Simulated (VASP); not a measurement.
Data:

```xyz
4
Lattice="-1.7215 1.7215 5.9006 1.7215 -1.7215 5.9006 1.7215 1.7215 -5.9006" Properties=species:S:1:pos:R:3 pbc="T T T"
Ta     0.0000     0.0000     8.8575
Ta     0.0000     1.7215     0.0067
Ge     0.0000     0.0000     1.9523
Ge     0.0000     1.7215     4.9026
```

Computed with PBEsol GGA, VASP's PBE PAW potentials (set 64) (plane waves; VASP). Settings: 400 eV cut-off, 14×14×14 Γ-centred mesh, tetrahedra with Blöchl corrections, potentials Ta_pv Ge_d.

Unless said otherwise, spin-orbit coupling is left out, though it shifts the bands of the heavy elements here.

Problem. Tabulate the total density of states (states/eV per cell) against energy (eV; zero at the valence-band maximum or, without a gap, the Fermi level).

Solution. 
```
E (eV) | DOS (states/eV)
    -9.95 | #### 0.57
    -9.74 | #### 0.65
    -9.63 | #### 0.70
    -9.42 | ##### 0.79
    -9.32 | ##### 0.84
    -9.11 | ###### 0.97
    -8.90 | ####### 1.17
    -8.79 | ######## 1.31
    -8.58 | ############ 1.87
    -8.48 | ########### 1.81
    -8.27 | ############# 2.17
    -8.06 | ################## 2.95
    -7.95 | ################### 3.09
    -7.74 | ############## 2.22
    -7.53 |  0.00
    -7.42 |  0.00
    -7.21 |  0.00
    -7.11 |  0.00
    -6.90 |  0.00
    -6.69 |  0.00
    -6.58 |  0.00
    -6.37 |  0.00
    -6.27 |  0.00
    -6.06 |  0.00
    -5.85 |  0.00
    -5.74 |  0.00
    -5.53 | ## 0.31
    -5.43 | ### 0.51
    -5.22 | #### 0.64
    -5.01 | ###### 0.90
    -4.90 | ###### 1.01
    -4.69 | ######### 1.40
    -4.58 | ######### 1.41
    -4.38 | ############# 2.08
    -4.16 | ################ 2.64
    -4.06 | ################# 2.72
    -3.85 | ################## 2.93
    -3.74 | ############# 2.12
    -3.53 | ####### 1.10
    -3.32 | ###### 0.90
    -3.22 | ######## 1.23
    -3.01 | ########### 1.70
    -2.80 | ############### 2.48
    -2.69 | ################ 2.53
    -2.48 | ############### 2.38
    -2.38 | ################## 2.83
    -2.17 | #################### 3.17
    -1.96 | ################ 2.60
    -1.85 | ############## 2.32
    -1.64 | ################# 2.69
    -1.53 | ###################### 3.61
    -1.32 | ############################## 4.78
    -1.11 | ########################### 4.41
    -1.01 | ########################### 4.42
    -0.80 | ############################## 4.83
    -0.69 | ######################## 3.83
    -0.48 | ############################ 4.47
    -0.27 | ####################### 3.64
    -0.17 | ################ 2.62
     0.04 | ########################### 4.30
     0.15 | ################ 2.62
     0.36 | ########### 1.79
     0.57 | ########## 1.58
     0.68 | ######### 1.43
     0.89 | ####### 1.09
     0.99 | ##### 0.81
     1.20 | ## 0.27
     1.41 | ########## 1.56
     1.52 | ######### 1.48
     1.73 | ########### 1.73
     1.94 | ############## 2.32
     2.04 | ############### 2.38
     2.25 | ################ 2.56
     2.36 | ################## 2.96
     2.57 | ################## 2.88
     2.78 | ########## 1.60
     2.88 | ############ 1.92
     3.09 | ############ 1.92
     3.20 | ############# 2.17
     3.41 | ###################### 3.57
```
Within 2 eV below the Fermi level the largest weight inside VASP's projection spheres is Ta d, then Ge p.

The structure was generated: TaGe was put into the NbAs type (I4_1md), which need not be its known phase. It was relaxed first.
